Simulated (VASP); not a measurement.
Cl2Cd, in a box:

```
Cl Cd
1.0
    13.00000    0.00000    0.00000
     0.00000   12.00000    0.00000
     0.00000    0.00000   11.00000
Cl Cd
2 1
Direct
  0.61880 0.61431 0.59199
  0.38320 0.38919 0.41419
  0.50098 0.50178 0.50308
```

Base run:

| Property | Result |
| --- | --- |
| Program | VASP 6.6.1 |
| Functional | PBE |
| Potentials or basis | VASP PAW PBE potentials, release 64 (Cl, Cd) |
| Cutoff | 520 eV |
| k mesh | 1 × 1 × 1 |
| Occupations | gaussian, width 0.01 eV |
| Spin | no spin polarisation |

Its results: gap between the frontier levels 4.49 eV; largest force 0.242 eV/Å.

Problem. After a change of settings the same cell gave: gap between the frontier levels 7.08 eV; largest force 0.011 eV/Å. Which change was it?
A. further incar settings from ALGO = Normal; EDIFF = 1e-07; NBANDS = 20 to ALGO = Normal; EDIFF = 1e-07; dispersion from none to TS
B. functional from PBE to vdW-DF2; further incar settings from ALGO = Normal; EDIFF = 1e-07; NBANDS = 20 to ALGO = Fast; EDIFF = 1e-06; NBANDS = 20
C. functional from PBE to revPBE; further incar settings from ALGO = Normal; EDIFF = 1e-07; NBANDS = 20 to ALGO = Normal; EDIFF = 1e-06; NBANDS = 20
D. functional from PBE to r2SCAN0

Solution. D.

r2SCAN0 gives the wider gap, since exact exchange removes part of the self-interaction.

Caveats: the PAW data sets were made with another functional, which shifts forces and pressure a little (some runs).

Not every run made on this cell is shown here.
